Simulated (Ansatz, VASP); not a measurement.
**Cross-check of P between VASP and Ansatz**

Aim: how closely do two programs agree when they are given the same cell, functional and k mesh? The cell is taken from a series of runs on this material, whose earlier steps may have relaxed, scaled, displaced or heated it; both programs get it as it stands.

Calculated with Ansatz 0.2.0; plane waves, with VASP 6.6.1 beside it; zone-centre phonons at PBE with D3(BJ).

## 1. Starting point

The structure is orthorhombic, space group Cmce (No. 64). Conventional cell: a = 3.322 Å, b = 10.197 Å, c = 4.167 Å, α = 90.00°, β = 90.00°, γ = 90.00°. P has 3 P at 2.23 to 2.25 Å nearest.

## 2. Ansatz: zone-centre phonons, PBE with D3(BJ)

Ansatz runs on its PAW soft_1 files.

Second derivatives magnify differences that forces hide, and they need a tight electronic threshold.

The input, input.yaml:

```yaml
crystal:
  lattice:
    - [1.6611789408, -5.0982899014, 0.0]
    - [1.6611789408, 5.0982899014, 0.0]
    - [0.0, 0.0, 4.1666815541]
  atoms:
    - { symbol: P, position: [0.8936359544, 0.1063640456, 0.0719509601] }
    - { symbol: P, position: [0.6063640456, 0.3936359544, 0.5719509601] }
    - { symbol: P, position: [0.1063640456, 0.8936359544, 0.9280490399] }
    - { symbol: P, position: [0.3936359544, 0.6063640456, 0.4280490399] }
kpoints:
  mp_grid: { grid: [16, 16, 12] }
hamiltonian:
  xc: pbe
  dispersion: d3bj
  pseudopotentials: { kind: paw, azcp: { folder: soft_1 } }
scf:
  occupations: { method: methfessel_paxton, width: 0.2 }
output:
  eigenvalues: true
phonons:
  method: dfpt
```

Run with:

```bash
ansatz run input.yaml --threads 8 --pin off --max-ram 16384MiB --backend cpu --events-out ev --progress --plain --runs-dir out
```

Numbers of over 12 decimals in the logs are rounded to 6 here.

Log:

```text
zone centre: on kpoints.mp_grid the ground state, and the responses unless they are solved on pairs of k-points, stand on 826 of the mesh's 3072 k-points, reduced under 2 symmetry operations, with k and −k counted as one. Each operation leaves every solved displacement unchanged or reverses it
Engine: ansatz 0.2.0, aarch64-unknown-linux-gnu
Pseudopotentials: kind: paw
Pseudopotential: P, paw, valence charge 5, recommended cutoff 420 eV (normal), soft_1/P.paw.azcp
Functional definition: PBE
  parameter kappa = 0.804
  parameter beta = 0.066725
  exchange = pbe_x(kappa = kappa, mu = beta*pi^2/3)
  correlation = pbe_c(beta = beta)
Crystal: 4 atoms, lattice volume = 70.577 Å³
Basis set: ecut = 420 eV, 1373 PW (Γ), exchange–correlation on 72×72×60 points (8 copies of the dense FFT grid, shifted against one another)
Bands: 14, of which v1, the nominal top of the filled ones, is band 10 counted from 1 (9 counted from 0)
Symmetry: 8 space group operations
k-points: 826 of 3072 (irreducible under 2 space group operations, time reversal used)
Non-local potential: P, projectors of the file, l = 0: 2, l = 1: 2, l = 2: 1
PAW form: soft (Blöchl's): semilocal exchange-correlation on the pseudo side does not see the compensation charge
PAW one-centre angular grid: P, 110 points (default); XC on 64 Gauss nodes
Initial density: superposition of atomic densities (chi_scale 0.1, normalization cell)
Initial wavefunctions: pseudopotential atomic-orbital guess
Functional: x = pbe(κ = 0.804, μ = 0.219515), c = pbe(β = 0.066725)
SCF iter   1: F=—  HF=-3024.298066 eV  |F-HF|=—  |Δ(HF+E_count)|=         —  Δρ=3.95e-2  dr2=7.03e-1  ethr=3.10e-3  ⟨swp⟩=7.5  Hψ=193586  notcnv=0
automatic band count: the SCF goes on with 18 bands, as 14 were too few: they end inside the smearing window of the response
preconditioner: auto → Kerker (q_TF=auto, 2.211 Å⁻¹)  [metal: Δε(μ)=0.031 eV  Ē_g=10.752 eV  σ=0.200 eV  W_gap=0.13  n_scr=12 (ndim 8)  ℏωp=19.8 eV  f_vac=0.000  D(μ)=0.10/eV (n_scr^D=0)]
SCF iter   2: F=—  HF=-3024.208701 eV  |F-HF|=—  |Δ(HF+E_count)|=   8.94e-2  S|Δr|=    0.00e0  Δρ=2.39e-2  dr2=2.74e-1  ethr=3.10e-3  ⟨swp⟩=1.0  Hψ=21501  notcnv=0  defer=1
SCF iter   3: F=—  HF=-3024.155127 eV  |F-HF|=—  |Δ(HF+E_count)|=   5.36e-2  S|Δr|=    0.00e0  Δρ=1.91e-3  dr2=1.73e-3  ethr=1.37e-3  ⟨swp⟩=1.6  Hψ=16115  notcnv=0  defer=1
SCF iter   4: F=—  HF=-3024.157056 eV  |F-HF|=—  |Δ(HF+E_count)|=   1.93e-3  S|Δr|=    0.00e0  Δρ=6.30e-4  dr2=2.16e-4  ethr=8.66e-6  ⟨swp⟩=2.6  Hψ=22149  notcnv=0  defer=1
SCF iter   5: F=—  HF=-3024.157270 eV  |F-HF|=—  |Δ(HF+E_count)|=   2.14e-4  S|Δr|=    0.00e0  Δρ=8.93e-5  dr2=6.30e-6  ethr=1.08e-6  ⟨swp⟩=2.4  Hψ=21228  notcnv=0  defer=1
SCF iter   6: F=—  HF=-3024.157271 eV  |F-HF|=—  |Δ(HF+E_count)|=   8.77e-7  S|Δr|=    0.00e0  Δρ=1.84e-5  dr2=2.09e-7  ethr=3.15e-8  ⟨swp⟩=2.6  Hψ=22115  notcnv=0  defer=1
SCF iter   7: F=—  HF=-3024.157271 eV  |F-HF|=—  |Δ(HF+E_count)|=   4.04e-7  S|Δr|=    0.00e0  Δρ=3.28e-6  dr2=1.30e-8  ethr=1.05e-9  ⟨swp⟩=2.8  Hψ=22646  notcnv=0  defer=14
SCF iter   8: F=—  HF=-3024.157271 eV  |F-HF|=—  |Δ(HF+E_count)|=   3.38e-9  S|Δr|=    0.00e0  Δρ=6.05e-7  dr2=5.79e-10  ethr=6.48e-11  ⟨swp⟩=2.4  Hψ=20289  notcnv=0  defer=16
SCF iter   9: F=—  HF=-3024.157271 eV  |F-HF|=—  |Δ(HF+E_count)|=  5.46e-12  S|Δr|=    0.00e0  Δρ=1.47e-7  dr2=3.53e-11  ethr=2.90e-12  ⟨swp⟩=2.6  Hψ=20420  notcnv=0  defer=16
SCF iter  10: F=-3024.157271 eV  HF=-3024.157271 eV  |F-HF|=2.27e-12  |Δ(HF+E_count)|=  4.55e-13  S|Δr|=    0.00e0  Δρ=2.95e-8  dr2=4.71e-13  ethr=1.00e-12  ⟨swp⟩=13.9  Hψ=98067  notcnv=0
SCF 1 converged in 10 iterations: F = -3024.157271 eV  dr2 = 4.71e-13
  greatest PAW one-centre occupation: 0.809 electrons in one spin orbital (limit 2), on the P atom at site 2 (counted from 0), in its partial waves of l = 0
DFPT response loops at Γ: preconditioner auto → Kerker (q_TF=auto, 2.211 Å⁻¹) (partly filled bands, converged f_vac=0.000); β = 1.00, the filter's whole step (`scf.mixing.beta` (0.50) is not read by the response loops under this deck's `scf.mixing.preconditioner`; to damp them name `kerker` or `kerker_dos`, under which they read `scf.mixing.beta`, and type it under 1.00, their step now; both keys bind the ground state too); Broyden in place of MSR1
SCF converged after 10 iterations
Stability not checked: this state was not tested for a lower state beside it, because cold or Methfessel-Paxton smearing, or corrected tetrahedra, fill the levels in a way that the test cannot read (fill_not_monotonic; see scf.lower_state_search)
Free energy (F): -3024.157271 eV
Harris-Foulkes:  -3024.157271 eV  (|F-HF|=2.27e-12)
Internal energy: -3024.158469 eV  (E = F + TS)
E sigma→0 (E₀):  -3024.157571 eV
Entropy (-TS):   0.001198 eV (0.299 meV/atom)
Fermi energy:    8.541011 eV
--- Per-component energies (eV) ---
  E_band       = 34.715009
  E_kinetic    = 275.095842
  E_local      = -212.022388  (includes V_loc(G=0)·N_el)
  E_nonlocal   = 130.348134
  E_hartree    = 58.085877
  E_xc         = -291.526425
  E_vxc        = -244.096855  (∫ρ·V_xc dr)
  E_paw        = -2232.607723  (= ΣΔE_a)
  E_vpaw       = -30.781477  (= ΣTr[D̂ρ^β])
  E_aug_tail   = -0.000001  (compensation charges beyond the density's cutoff)
  E_ewald      = -749.940226
  E_disp       = -1.591557  (pairwise vdW)
  E_smearing   = 0.001198  (= −TS)
  E_closure    = -0.000000  (closes the sum)
  Σ components = -3024.157271   (vs F -3024.157271, Δ=0.00e0)
--- Band table (eV; the first three rows and the last of 826) ---
  k-point 0: bands = [... 6 lower, 4.4242, 5.6439, 5.8409, 7.1484, 9.5391, 9.7402, 10.3927, 11.9498, ... 4 higher]
  k-point 1: bands = [... 6 lower, 4.4594, 5.8440, 6.1374, 6.8610, 9.5608, 10.0809, 10.3632, 11.7666, ... 4 higher]
  k-point 2: bands = [... 6 lower, 4.5626, 5.8459, 6.2514, 6.9641, 9.7304, 10.2385, 10.7423, 11.3587, ... 4 higher]
  k-point 825: bands = [... 6 lower, 6.0990, 6.0990, 7.2652, 7.2652, 9.8322, 9.8322, 11.2401, 11.2401, ... 4 higher]
--- Phonons (Γ-DFPT): 3 representative perturbations + reference, on 826 of 3072 k-points (Σ response iterations 9) ---
  k mesh reduced under 2 symmetry operations, with k and −k counted as one. Each operation leaves every solved displacement unchanged or reverses it
  ASR residual: 8.568e-6 → 0.000e0 eV/Å²; symmetrization residual: 8.769e-7 eV/Å²
  pairwise dispersion correction: d3bj (s6 = 1.0, s8 = 0.7875, a1 = 0.4289, a2_bohr = 4.4407), with the weights of each atom's references fixed at the reference crystal's, and the forces and stress that the weights' published response gives there kept as a pressure on the atom's counted neighbours (hamiltonian.dispersion)
  ASR residual per site (eV/Å²): 8.57e-6 8.57e-6 8.57e-6 8.57e-6
  Γ frequencies (cm⁻¹): 0.00 0.00 0.00 89.12 180.97 217.13 364.98 402.37 415.67 421.48 447.72 462.01
  non-analytic LO–TO correction: not included (Born effective charges unavailable; polar crystals: no LO–TO splitting at Γ)
```

Reading the cycles: dr2 is the Hartree energy of the density residual (eV), the measure of convergence; HF is the Harris–Foulkes estimate of the energy, which meets the free energy F at convergence.

(Continued in part 2 of 2.)

[Lines on the potential files, build, host, timing and source positions are cut from VASP's logs without a mark.]

[Logs are printed without paths, hosts, clocks, repeated set-up lines and the standing remarks that a program may print on its own settings, such as how far it seeks lower states.]

[Hosts, paths, dates, database ids (printed as entryN), source tags and the programs' standing remarks are cut or masked in the printed files.]
